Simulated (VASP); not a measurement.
# HfMg6Ti (Amm2) in VASP: equation of state

Aim: energy against volume of HfMg6Ti in PBE, for its equilibrium volume and stiffness.

Program: VASP 6.6.1. These are calculated values, not measurements. Logs are shortened: lines on timing, memory, paths and dates and some standing lists are left out, and cuts for length are marked.

**1. The crystal as given**

Symmetry: Amm2, No. 38, orthorhombic system. The conventional cell has a = 4.972 Å, b = 6.266 Å, c = 11.203 Å, α = 90.00°, β = 90.00°, γ = 90.00°. Hf (site symmetry mm2) has 2 Ti at 2.93 Å and 10 Mg at 3.09 to 3.33 Å as nearest neighbours. Ti (site symmetry mm2) is surrounded by 2 Hf at 2.93 Å and 10 Mg at 3.07 to 3.35 Å. Mg (site symmetry mm2) has 10 Mg at 3.10 to 3.27 Å and 2 Hf at 3.14 Å as nearest neighbours. Mg (site symmetry m) is surrounded by 8 Mg at 3.02 to 3.27 Å and 2 Hf at 3.09 to 3.33 Å and 2 Ti at 3.13 Å. Mg (site symmetry mm2) is surrounded by 10 Mg at 3.10 to 3.24 Å and 2 Ti at 3.14 Å. Around Mg (site symmetry m) lie 8 Mg at 3.05 to 3.24 Å and 2 Ti at 3.07 to 3.35 Å and 2 Hf at 3.12 Å.

The cell comes from a database or a generator and needn't be the stable form of this composition.

**2. Equation of state, PBE, 20.50 Å³/atom (volume scaled by 0.94)**

INCAR

```
PREC = Accurate ; ENCUT = 520
EDIFF = 1E-7 ; ISMEAR = -1
SIGMA = 0.05 ; LREAL = F
LASPH = T ; NELM = 80
ALGO = Normal ; ISIF = 2
LWAVE = F ; LCHARG = F
GGA = PE ; NBANDS = 27
```

KPOINTS

```
Automatic mesh
0
Gamma
  6 5 5
```

POSCAR

```
HfMg6Ti
1.0
    4.8700642575      0.0000000000      0.0000000000
    0.0000000000      3.0688576470      5.4869928950
    0.0000000000     -3.0688576470      5.4869928950
Hf Ti Mg
1 1 6
Direct
    0.5000000000      0.6799950000      0.6799950000
    0.0000000000      0.8185440000      0.8185440000
    0.5000000000      0.1668780000      0.1668780000
    0.5000000000      0.1620530000      0.6793590000
    0.5000000000      0.6793590000      0.1620530000
    0.0000000000      0.3320710000      0.3320710000
    0.0000000000      0.3371890000      0.8239090000
    0.0000000000      0.8239090000      0.3371890000
```

Potentials or basis: VASP PAW PBE potentials, release 64 (Hf_pv, Ti_sv, Mg).

Launch:

```console
$ cat potpaw_PBE.64/Hf_pv/POTCAR potpaw_PBE.64/Ti_sv/POTCAR potpaw_PBE.64/Mg/POTCAR > POTCAR
$ mpirun -np 1 vasp_std > vasp.out
```

OUTCAR:

```text
PREC = Accurate
   ENCUT = 520
   EDIFF = 1E-7
   ISMEAR = -1
   LREAL = F
   LASPH = T
   NELM = 80
   ISIF = 2
   GGA = PE

 Found     36 irreducible k-points:

 Following reciprocal coordinates:
            Coordinates               Weight
  0.000000  0.000000  0.000000      1.000000
  0.166667  0.000000  0.000000      2.000000
  0.333333  0.000000  0.000000      2.000000
  0.500000  0.000000  0.000000      1.000000
  0.000000  0.200000  0.000000      4.000000
  0.166667  0.200000  0.000000      8.000000
   k-points           NKPTS =     36   k-points in BZ     NKDIM =     36   number of bands    NBANDS=     27
   number of dos      NEDOS =    301   number of ions     NIONS =      8
   total plane-waves  NPLWV =  82944
   dimension x,y,z NGX =    36 NGY =   48 NGZ =   48
   dimension x,y,z NGXF=    72 NGYF=   96 NGZF=   96
   ions per type =               1   1   6
   NGX,Y,Z   is equivalent  to a cutoff of  12.29, 12.69, 12.69 a.u.
   NGXF,Y,Z  is equivalent  to a cutoff of  24.58, 25.39, 25.39 a.u.
 SYSTEM =  unknown system
   PREC   = accura    normal or accurate (medium, high low for compatibility)
   ISTART =      0    job   : 0-new  1-cont  2-samecut
   ICHARG =      2    charge: 1-file 2-atom 10-const
   ISPIN  =      1    spin polarized calculation?
   LNONCOLLINEAR =      F non collinear calculations
   LSORBIT =      F    spin-orbit coupling
   LASPH  =      T    aspherical Exc in radial PAW
   ENCUT  =  520.0 eV  38.22 Ry    6.18 a.u.   9.06 11.69 11.69*2*pi/ulx,y,z
   NELM   =     80;   NELMIN=  2; NELMDL= -5     # of ELM steps
   EDIFF  = 0.1E-06   stopping-criterion for ELM
   LREAL  =      F    real-space projection
[... 7 lines left out ...]
   TEBEG  =    0.0;   TEEND  =   0.0 temperature during run
   PSTRESS=    0.0 pullay stress
   NELECT =      34.0000    total number of electrons
   NUPDOWN=      -1.0000    fix difference up-down
   EMIN   =  10.00;   EMAX   =-10.00  energy-range for DOS
   EFERMI =   0.00;   METHOD = LEGACY
   ISMEAR =    -1;   SIGMA  =   0.05  broadening in eV -4-tet -1-fermi 0-gaus
   EFERMI_NEDOS =   21; number of points for ismear=-14 and -15
   IALGO  =     38    algorithm
   IMIX   =      4    mixing-type and parameters
     AMIX     =   0.40;   BMIX     =  1.00
     AMIX_MAG =   1.60;   BMIX_MAG =  1.00
  volume/ion in A,a.u.               =      20.50       138.35
  Fermi-wavevector in a.u.,A,eV,Ry     =   0.968893  1.830942 12.772521  0.938754
  Thomas-Fermi vector in A             =   2.098900
   LORBIT       =      0    0 simple, 1 ext, 2 COOP (PROOUT), +10 PAW based schemes
   GGA     = PE    functional components
   LHFCALC =     F    Hartree Fock is set to
   AEXX    =    0.0000 exact exchange contribution
   IVDW    =     0    specifies the selected vdW correction
   LEPSILON=     F    determine dielectric tensor
   LRPA    =     F    only Hartree local field effects (RPA)
 non-spin polarized calculation
  energy-cutoff  :      520.00
  volume of cell :      164.01
 maximum number of plane-waves:      4442
   NGX = 19   NGY = 23   NGZ = 23

 number of electron      34.0000005 magnetization

 Free energy of the ion-electron system (eV)
  ---------------------------------------------------
  ext. energy  EPLUGINS =         0.00000000
  ---------------------------------------------------
  free energy    TOTEN  =       -25.61997550 eV

  energy without entropy =      -25.56388299  energy(sigma->0) =      -25.59192925

 E-fermi :   3.6851     XC(G=0):  -9.4444

 val. band max:        3.6629939195   @ k =   0.0000   0.4000   0.0000
 cond. band min:       3.6902781918   @ k =   0.3333   0.0000   0.0000
 fundamental gap:      0.0272842723
 Fermi energy:         3.6851232788

 k-point     1 :       0.0000    0.0000    0.0000
  band No.  band energies     occupation
      1     -53.1988      2.00000
      2     -29.4977      2.00000
      3     -29.4655      2.00000
      4     -29.4274      2.00000
      5     -26.9068      2.00000
      6     -26.8946      2.00000
[... 19 lines left out ...]
     26       6.8317      0.00000
     27       7.0172      0.00000

 k-point     2 :       0.1667    0.0000    0.0000
  band No.  band energies     occupation
      1     -53.1988      2.00000
      2     -29.4995      2.00000
      3     -29.4654      2.00000
      4     -29.4256      2.00000
      5     -26.9048      2.00000
      6     -26.8947      2.00000
[... 19 lines left out ...]
     26       6.5265      0.00000
     27       6.9822      0.00000

 k-point     3 :       0.3333    0.0000    0.0000
  band No.  band energies     occupation
      1     -53.1988      2.00000
      2     -29.5028      2.00000
      3     -29.4651      2.00000
      4     -29.4223      2.00000
      5     -26.9001      2.00000
      6     -26.8948      2.00000
[... 19 lines left out ...]
     26       6.2485      0.00000
     27       6.8189      0.00000

 k-point     4 :       0.5000    0.0000    0.0000
  band No.  band energies     occupation
      1     -53.1988      2.00000
      2     -29.5043      2.00000
      3     -29.4650      2.00000
      4     -29.4208      2.00000
      5     -26.8971      2.00000
      6     -26.8949      2.00000
[... 19 lines left out ...]
     26       6.0664      0.00000
     27       6.6075      0.00000

 k-point     5 :       0.0000    0.2000    0.0000
  band No.  band energies     occupation
      1     -53.1988      2.00000
      2     -29.4977      2.00000
      3     -29.4656      2.00000
      4     -29.4274      2.00000
      5     -26.9069      2.00000
      6     -26.8948      2.00000
[... 19 lines left out ...]
     26       6.8482      0.00000
     27       6.8988      0.00000

 k-point     6 :       0.1667    0.2000    0.0000
  band No.  band energies     occupation
      1     -53.1988      2.00000
      2     -29.4996      2.00000
      3     -29.4654      2.00000
      4     -29.4256      2.00000
      5     -26.9049      2.00000
      6     -26.8948      2.00000
[... 19 lines left out ...]
     26       6.6769      0.00000
     27       7.1386      0.00000

 [... further k-points ...]
[... 5 lines left out ...]
  --------------------------------------------------------------------------------------
  -------------------------------------------------------------------------------------
  Total        3.6135453      3.4473492      2.6137966      0.0000000      0.0000000      0.0000000
  in kB       35.2994756     33.6759638     25.5332761      0.0000000      0.0000000      0.0000000
  external PRESSURE =      31.5029052 kB  Pullay stress =       0.0000000 kB

 VOLUME and BASIS-vectors are now :
 -----------------------------------------------------------------------------
  energy-cutoff  :      520.00
  volume of cell :      164.01
      direct lattice vectors                 reciprocal lattice vectors
     4.870064258  0.000000000  0.000000000     0.205336100  0.000000000  0.000000000
     0.000000000  3.068857647  5.486992895     0.000000000  0.162927075  0.091124594
     0.000000000 -3.068857647  5.486992895     0.000000000 -0.162927075  0.091124594

 POSITION                                       TOTAL-FORCE (eV/Angst)
 -----------------------------------------------------------------------------------
      2.43503      0.00000      7.46226         0.000000     -0.000000      0.312322
      0.00000      0.00000      8.98269         0.000000     -0.000000     -0.198601
      2.43503      0.00000      1.83132         0.000000     -0.000000      0.076097
      2.43503     -1.58754      4.61682         0.000000      0.034207      0.036189
      2.43503      1.58754      4.61682         0.000000     -0.034207      0.036189
      0.00000      0.00000      3.64414         0.000000     -0.000000     -0.070439
      0.00000     -1.49367      6.37094         0.000000     -0.086877     -0.095878
      0.00000      1.49367      6.37094         0.000000      0.086877     -0.095878
 -----------------------------------------------------------------------------------
    total drift:                                0.000000      0.000000     -0.000103

  FREE ENERGIE OF THE ION-ELECTRON SYSTEM (eV)
  ---------------------------------------------------
  free  energy   TOTEN  =       -25.6199755030 eV

  energy  without entropy=      -25.5638829920  energy(sigma->0) =      -25.59192925
```

It took 3.3 min on 1 thread of Intel Xeon Platinum 8259CL at 2.50GHz (Skylake/Cascade Lake), shared host; peak memory 0.4 GiB.

What came out:

```yaml
Free_energy: -25.6200 eV
Pressure: 3.2 GPa
Largest_force: 0.312 eV/Å
Band_gap_on_the_k_mesh: none (metal or under the smearing width)
```

**3. Equation of state, PBE, 20.94 Å³/atom (volume scaled by 0.96)**

INCAR

```
SYSTEM = HfMg6Ti
PREC = Accurate
ENCUT = 520
EDIFF = 1E-7
ISMEAR = -1
SIGMA = 0.05
LREAL = .FALSE.
LASPH = .TRUE.
NELM = 100
ALGO = Normal
ISIF = 2
LWAVE = .FALSE.
LCHARG = .FALSE.
GGA = PE
NBANDS = 27
```

KPOINTS

```
Automatic mesh
0
G
  6 5 5
  0 0 0
```

Edit POSCAR of step 2 so:

```diff
@@ -2,5 +2,5 @@
 1.0
-    4.8700642575      0.0000000000      0.0000000000
-    0.0000000000      3.0688576470      5.4869928950
-    0.0000000000     -3.0688576470      5.4869928950
+    4.9043616147      0.0000000000      0.0000000000
+    0.0000000000      3.0904700327      5.5256349632
+    0.0000000000     -3.0904700327      5.5256349632
 Hf Ti Mg
```

Potentials or basis: VASP PAW PBE potentials, release 64 (Hf_pv, Ti_sv, Mg).

Launch:

```console
$ cat potpaw_PBE.64/Hf_pv/POTCAR potpaw_PBE.64/Ti_sv/POTCAR potpaw_PBE.64/Mg/POTCAR > POTCAR
$ mpirun -np 1 vasp_std > vasp.out
```

Run time: 3.3 min. Hardware: 1 thread of Intel Xeon Platinum 8259CL at 2.50GHz (Skylake/Cascade Lake), shared host; peak memory 0.4 GiB.

It converged, with:

| Item | Value |
| --- | --- |
| Free energy | -25.6744 eV |
| Pressure | 1.8 GPa |
| Largest force | 0.325 eV/Å |
| Band gap on the k mesh | none (metal or under the smearing width) |

(Continued in part 2 of 2.)
